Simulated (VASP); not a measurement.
# Re3RuAu (Pm-3m) in VASP: further runs, part 2 of 2

VASP 6.6.1.

## (3) Relaxation of cell and atoms, PBE (species swapped into the SrCoO3 type (Pm-3m, No. 221))

Input file INCAR:

```
PREC = Accurate
ENCUT = 600
EDIFF = 1E-6
ISMEAR = 0
SIGMA = 0.1
LREAL = False
LASPH = True
NELM = 100
ALGO = Fast
ISIF = 3
LWAVE = False
LCHARG = False
GGA = PE
IBRION = 2
NSW = 100
EDIFFG = -0.01
```

Input file KPOINTS:

```
Automatic mesh
0
Gamma
  8 8 8
```

Input file POSCAR:

```
Re3RuAu
1.0
    4.7037783693      0.0000000000      0.0000000000
    0.0000000000      4.7037783693      0.0000000000
    0.0000000000      0.0000000000      4.7037783693
Re Ru Au
3 1 1
Direct
    0.5000000000      0.5000000000      0.0000000000
    0.0000000000      0.5000000000      0.5000000000
    0.5000000000      0.0000000000      0.5000000000
    0.0000000000      0.0000000000      0.0000000000
    0.5000000000      0.5000000000      0.5000000000
```

Potentials or basis: VASP PAW PBE potentials, release 64 (Re, Ru_pv, Au).

Started as:

```sh
cat potpaw_PBE.64/Re/POTCAR potpaw_PBE.64/Ru_pv/POTCAR potpaw_PBE.64/Au/POTCAR > POTCAR
mpirun -np 1 vasp_std > vasp.out
```

OUTCAR:

```text
PREC = Accurate
   ENCUT = 600
   EDIFF = 1E-6
   ISMEAR = 0
   LREAL = False
   LASPH = True
   NELM = 100
   ISIF = 3
   GGA = PE
   IBRION = 2
   NSW = 100
   EDIFFG = -0.01

 ion  position               nearest neighbor table
   1  0.500  0.500  0.000-   5 2.35   5 2.35   4 3.33   2 3.33   2 3.33   3 3.33   3 3.33   3 3.33
                             4 3.33   3 3.33   2 3.33   4 3.33   2 3.33   4 3.33
   2  0.000  0.500  0.500-   5 2.35   5 2.35   4 3.33   1 3.33   1 3.33   4 3.33   3 3.33   4 3.33
                             4 3.33   1 3.33   3 3.33   3 3.33   1 3.33   3 3.33
   3  0.500  0.000  0.500-   5 2.35   5 2.35   4 3.33   1 3.33   1 3.33   4 3.33   1 3.33   2 3.33
                             2 3.33   1 3.33   2 3.33   4 3.33   4 3.33   2 3.33
   4  0.000  0.000  0.000-   1 3.33   2 3.33   3 3.33   2 3.33   3 3.33   1 3.33   2 3.33   2 3.33
                             1 3.33   3 3.33   3 3.33   1 3.33
   5  0.500  0.500  0.500-   1 2.35   2 2.35   3 2.35   1 2.35   3 2.35   2 2.35

  LATTYP: Found a simple cubic cell.
 ALAT       =     4.7037783693

  Lattice vectors:

 A1 = (   4.7037783693,   0.0000000000,   0.0000000000)
 A2 = (   0.0000000000,   4.7037783693,   0.0000000000)
 A3 = (   0.0000000000,   0.0000000000,   4.7037783693)

Analysis of symmetry for initial positions (statically):
=====================================================================
 Subroutine PRICEL returns:
 Original cell was already a primitive cell.

 Routine SETGRP: Setting up the symmetry group for a
 simple cubic supercell.

 Subroutine GETGRP returns: Found 48 space group operations
 (whereof 48 operations were pure point group operations)
 out of a pool of 48 trial point group operations.

The static configuration has the point symmetry O_h .

Analysis of symmetry for dynamics (positions and initial velocities):
=====================================================================
 Subroutine PRICEL returns:
 Original cell was already a primitive cell.

 Routine SETGRP: Setting up the symmetry group for a
 simple cubic supercell.

 Subroutine GETGRP returns: Found 48 space group operations
 (whereof 48 operations were pure point group operations)
 out of a pool of 48 trial point group operations.

The dynamic configuration has the point symmetry O_h .

 Subroutine INISYM returns: Found 48 space group operations
 (whereof 48 operations are pure point group operations),
 and found     1 'primitive' translations

----------------------------------------------------------------------------------------

                                     Primitive cell

  volume of cell :     104.0736

  direct lattice vectors                    reciprocal lattice vectors
     4.703778369  0.000000000  0.000000000     0.212595051  0.000000000  0.000000000
     0.000000000  4.703778369  0.000000000     0.000000000  0.212595051  0.000000000
     0.000000000  0.000000000  4.703778369     0.000000000  0.000000000  0.212595051

  length of vectors
     4.703778369  4.703778369  4.703778369     0.212595051  0.212595051  0.212595051

  position of ions in fractional coordinates (direct lattice)
     0.500000000  0.500000000  0.000000000
     0.000000000  0.500000000  0.500000000
     0.500000000  0.000000000  0.500000000
     0.000000000  0.000000000  0.000000000
     0.500000000  0.500000000  0.500000000

[... 64 lines left out ...]
   dimension x,y,z NGX =    40 NGY =   40 NGZ =   40
   dimension x,y,z NGXF=    80 NGYF=   80 NGZF=   80
   ions per type =               3   1   1
   NGX,Y,Z   is equivalent  to a cutoff of  14.14, 14.14, 14.14 a.u.
   NGXF,Y,Z  is equivalent  to a cutoff of  28.27, 28.27, 28.27 a.u.
 SYSTEM =  unknown system
   PREC   = accura    normal or accurate (medium, high low for compatibility)
   ISTART =      0    job   : 0-new  1-cont  2-samecut
   ICHARG =      2    charge: 1-file 2-atom 10-const
   ISPIN  =      1    spin polarized calculation?
   LNONCOLLINEAR =      F non collinear calculations
   LSORBIT =      F    spin-orbit coupling
   LASPH  =      T    aspherical Exc in radial PAW
   ENCUT  =  600.0 eV  44.10 Ry    6.64 a.u.   9.39  9.39  9.39*2*pi/ulx,y,z
   NELM   =    100;   NELMIN=  2; NELMDL= -5     # of ELM steps
   EDIFF  = 0.1E-05   stopping-criterion for ELM
   LREAL  =      F    real-space projection
   EDIFFG = -.1E-01   stopping-criterion for IOM
   NSW    =    100    number of steps for IOM
   IBRION =      2    ionic relax: 0-MD 1-quasi-New 2-CG
   NFREE  =      1    steps in history (QN), initial steepest desc. (CG)
   ISIF   =      3    stress and relaxation
   ISYM   =      2    0-nonsym 1-usesym 2-fastsym
   POTIM  = 0.5000    time-step for ionic-motion
   TEBEG  =    0.0;   TEEND  =   0.0 temperature during run
   PSTRESS=    0.0 pullay stress
   NELECT =      46.0000    total number of electrons
   NUPDOWN=      -1.0000    fix difference up-down
   EMIN   =  10.00;   EMAX   =-10.00  energy-range for DOS
   EFERMI =   0.00;   METHOD = LEGACY
   ISMEAR =     0;   SIGMA  =   0.10  broadening in eV -4-tet -1-fermi 0-gaus
   EFERMI_NEDOS =   21; number of points for ismear=-14 and -15
   IALGO  =     68    algorithm
   IMIX   =      4    mixing-type and parameters
     AMIX     =   0.40;   BMIX     =  1.00
     AMIX_MAG =   1.60;   BMIX_MAG =  1.00
  volume/ion in A,a.u.               =      20.81       140.46
  Fermi-wavevector in a.u.,A,eV,Ry     =   1.247041  2.356565 21.158559  1.555110
  Thomas-Fermi vector in A             =   2.381191
   LORBIT       =      0    0 simple, 1 ext, 2 COOP (PROOUT), +10 PAW based schemes
   GGA     = PE    functional components
   LHFCALC =     F    Hartree Fock is set to
   AEXX    =    0.0000 exact exchange contribution
   IVDW    =     0    specifies the selected vdW correction
   LEPSILON=     F    determine dielectric tensor
   LRPA    =     F    only Hartree local field effects (RPA)
 conjugate gradient relaxation of ions
 non-spin polarized calculation
 RMM-DIIS sequential band-by-band and
 Gauss-broadening in eV      SIGMA  =   0.10
  energy-cutoff  :      600.00
  volume of cell :      104.07
 maximum number of plane-waves:      3514
 NGX is ok and might be reduce to    40
   NGX = 19   NGY = 19   NGZ = 19

--------------------------------------- Ionic step        1  -------------------------------------------

 number of electron      45.9999997 magnetization

 Free energy of the ion-electron system (eV)
  ---------------------------------------------------
  ext. energy  EPLUGINS =         0.00000000
  ---------------------------------------------------
  free energy    TOTEN  =       -33.71744111 eV

  energy without entropy =      -33.67790218  energy(sigma->0) =      -33.69767164

------------------------ aborting loop EDIFF was not reached (unconverged)  ----------------------------

  FORCE on cell =-STRESS in cart. coord.  units (eV):
  Direction    XX          YY          ZZ          XY          YZ          ZX
  --------------------------------------------------------------------------------------
  -------------------------------------------------------------------------------------
  Total       -0.1672643     -0.1672643     -0.1672643      0.0000000     -0.0000000     -0.0000000
  in kB       -2.5749766     -2.5749766     -2.5749766      0.0000000     -0.0000000     -0.0000000
  external PRESSURE =      -2.5749766 kB  Pullay stress =       0.0000000 kB
[... 104 lines left out ...]
--------------------------------------- Ionic step        4  -------------------------------------------

 number of electron      45.9999997 magnetization

 Free energy of the ion-electron system (eV)
  ---------------------------------------------------
  ext. energy  EPLUGINS =         0.00000000
  ---------------------------------------------------
  free energy    TOTEN  =       -33.71865458 eV

  energy without entropy =      -33.67682631  energy(sigma->0) =      -33.69774045

 E-fermi :   5.5828     XC(G=0): -11.6028

 val. band max:        5.5820127062   @ k =   0.3750   0.1250   0.1250
 cond. band min:       5.5928289669   @ k =   0.1250   0.0000   0.0000
 fundamental gap:      0.0108162607
 Fermi energy:         5.5828094531

 k-point     1 :       0.0000    0.0000    0.0000
  band No.  band energies     occupation
      1     -36.5171      2.00000
      2     -36.5171      2.00000
      3     -36.5171      2.00000
      4      -3.8442      2.00000
      5      -3.6622      2.00000
      6      -3.6622      2.00000
[... 709 lines left out ...]
     26       6.0968      0.00000
     27       6.1773      0.00000

 [... further k-points ...]

------------------------ aborting loop because EDIFF is reached ----------------------------------------

  FORCE on cell =-STRESS in cart. coord.  units (eV):
  Direction    XX          YY          ZZ          XY          YZ          ZX
  --------------------------------------------------------------------------------------
  -------------------------------------------------------------------------------------
  Total        0.0157033      0.0157033      0.0157033     -0.0000000      0.0000000     -0.0000000
  in kB        0.2419971      0.2419971      0.2419971     -0.0000000      0.0000000     -0.0000000
  external PRESSURE =       0.2419971 kB  Pullay stress =       0.0000000 kB
[... 20 lines left out ...]
  FREE ENERGIE OF THE ION-ELECTRON SYSTEM (eV)
  ---------------------------------------------------
  free  energy   TOTEN  =       -33.7186545824 eV

  energy  without entropy=      -33.6768263105  energy(sigma->0) =      -33.69774045

 reached required accuracy - stopping structural energy minimisation
```

OSZICAR:

```text
N       E                     dE             d eps       ncg     rms          rms(c)
DAV:   1     0.342378128109E+03    0.34238E+03   -0.24744E+04  3621   0.204E+03
DAV:   2     0.104766071032E+01   -0.34133E+03   -0.33430E+03  3514   0.612E+02
DAV:   3    -0.299617489578E+02   -0.31009E+02   -0.27787E+02  3630   0.300E+02
[... 154 lines left out ...]
RMM:   2    -0.337196134723E+02   -0.84904E-03   -0.27794E-03  2697   0.417E-01    0.343E-01
RMM:   3    -0.337186507086E+02    0.96276E-03   -0.52094E-04  2482   0.321E-01    0.380E-02
RMM:   4    -0.337186528231E+02   -0.21144E-05   -0.18981E-04  2123   0.104E-01    0.210E-02
RMM:   5    -0.337186547960E+02   -0.19729E-05   -0.41417E-05  2102   0.511E-02    0.138E-02
RMM:   6    -0.337186545824E+02    0.21358E-06   -0.61523E-06  1530   0.561E-02
   4 F= -.33718655E+02 E0= -.33697740E+02  d E =-.121348E-02
```

CONTCAR:

```text
Re3RuAu
   1.00000000000000
     4.7021555528268424   -0.0000000000000000   -0.0000000000000000
     0.0000000000000000    4.7021555528268424    0.0000000000000000
    -0.0000000000000000   -0.0000000000000000    4.7021555528268424
  Re              Ru              Au
     3     1     1
Direct
     0.5000000000000000    0.5000000000000000    0.0000000000000000
     0.0000000000000000    0.5000000000000000    0.5000000000000000
     0.5000000000000000    0.0000000000000000    0.5000000000000000
     0.0000000000000000    0.0000000000000000    0.0000000000000000
     0.5000000000000000    0.5000000000000000    0.5000000000000000

  0.00000000E+00  0.00000000E+00  0.00000000E+00
  0.00000000E+00  0.00000000E+00  0.00000000E+00
  0.00000000E+00  0.00000000E+00  0.00000000E+00
  0.00000000E+00  0.00000000E+00  0.00000000E+00
  0.00000000E+00  0.00000000E+00  0.00000000E+00
```

Run time: 13 min. Hardware: 1 thread of AMD EPYC 9R45 (Zen 5), shared host; peak memory 0.32 GiB.

Results:

* Free energy: -33.7187 eV
* Relaxed volume: 20.79 Å³/atom
* Relaxed cell: a = 4.702 Å, b = 4.702 Å, c = 4.702 Å, α = 90.00°, β = 90.00°, γ = 90.00°
* Space group after relaxing (to 0.05 Å): Pm-3m (No. 221)
* Energy gained by relaxing: 0.2 meV/atom
* Ionic steps: 4
* Pressure after relaxing: 0.0 GPa
* Band gap on the k mesh: none (metal or under the smearing width)

The path:
```csv
step,energy change (eV),largest force (eV/Å),pressure (GPa),volume (Å³)
1,0.0000,0.0000,-0.26,104.07
2,-0.0004,0.0000,0.64,103.57
3,-0.0012,0.0000,0.09,103.93
4,-0.0012,0.0000,0.02,103.97
```

Final structure:
```
Re Ru Au
1.0
     4.70216    0.00000    0.00000
     0.00000    4.70216    0.00000
     0.00000    0.00000    4.70216
Re Ru Au
3 1 1
Cartesian
  2.3511 2.3511 0.0000
  0.0000 2.3511 2.3511
  2.3511 0.0000 2.3511
  0.0000 0.0000 0.0000
  2.3511 2.3511 2.3511
```

Spin-orbit coupling is left out, which matters for the levels of Au, Re.

## (4) Single point, PBE, collinear spin, typed start (species swapped into the SrCoO3 type (Pm-3m, No. 221))

Input file INCAR:

```
SYSTEM = Re3RuAu
PREC = Accurate
ENCUT = 520
EDIFF = 1E-7
ISMEAR = 0
SIGMA = 0.1
LREAL = .FALSE.
LASPH = .TRUE.
NELM = 150
ALGO = Fast
ISIF = 2
LWAVE = .FALSE.
LCHARG = .FALSE.
ISPIN = 2
MAGMOM = 1 1 1 1 0
LORBIT = 11
LMAXMIX = 4
GGA = PE
NBANDS = 35
```

Input file KPOINTS:

```
Automatic mesh
0
G
  4 4 4
  0 0 0
```

POSCAR is that of step 3.

Started as:

```sh
cat potpaw_PBE.64/Re/POTCAR potpaw_PBE.64/Ru_pv/POTCAR potpaw_PBE.64/Au/POTCAR > POTCAR
mpirun -np 1 vasp_std > vasp.out
```

It took 92 s on 1 thread of AMD EPYC 9R45 (Zen 5), shared host; peak memory 0.24 GiB.

It converged, with:

```yaml
Free_energy: -33.7927 eV
Pressure: -0.7 GPa
Band_gap_on_the_k_mesh: none (metal or under the smearing width)
Net_moment: 0.00 μB per cell
Valence_electrons_inside_the_program's_atomic_spheres: Re 5.57; Ru 12.09; Au 10.57
```

Levels at points of the mesh, in eV from the Fermi level:
Spin up:
```tsv
k point	band 19	band 20	band 21	band 22	band 23	band 24	band 25	band 26	band 27	band 28
(0.00, 0.00, 0.00)	0.29	0.29	0.54	0.54	0.54	1.00	1.00	1.00	1.12	1.12
(0.50, 0.00, 0.00)	-0.56	-0.56	-0.53	-0.41	-0.14	0.11	0.38	0.43	0.43	1.00
(0.50, 0.50, 0.00)	-1.29	-1.29	-1.04	-1.04	-0.67	-0.51	-0.27	0.29	0.60	0.60
(0.50, 0.50, 0.50)	-1.65	-1.06	-1.06	0.25	0.25	0.25	0.85	0.85	0.85	0.94
```
Spin down:
| k point | band 21 | band 22 | band 23 | band 24 | band 25 | band 26 |
| --- | --- | --- | --- | --- | --- | --- |
| (0.00, 0.00, 0.00) | 0.54 | 0.54 | 0.54 | 1.00 | 1.00 | 1.00 |
| (0.50, 0.00, 0.00) | -0.53 | -0.41 | -0.14 | 0.11 | 0.38 | 0.43 |
| (0.50, 0.50, 0.00) | -1.04 | -1.04 | -0.67 | -0.51 | -0.27 | 0.29 |
| (0.50, 0.50, 0.50) | -1.06 | 0.25 | 0.25 | 0.25 | 0.85 | 0.85 |

## (5) Summary

| task | spin | cell | k mesh | cutoff (eV) | gap on the mesh (eV) | pressure (GPa) |
| --- | --- | --- | --- | --- | --- | --- |
| single point | off | species swapped into the SrCoO3 type (Pm-3m, No. 221) | 8 × 8 × 8 | 520 | none | -0.8 |
| relaxation of cell and atoms | off | relaxed from: species swapped into the SrCoO3 type (Pm-3m, No. 221) | 8 × 8 × 8 | 600 | none | 0.0 |
| single point | collinear, typed start | species swapped into the SrCoO3 type (Pm-3m, No. 221) | 4 × 4 × 4 | 520 | none | -0.7 |

Alike in all rows: level PBE; potentials or basis VASP PAW PBE potentials, release 64 (Re, Ru_pv, Au); smearing gaussian 0.1 eV.

Absolute energies hang on the potentials; compare differences alone.
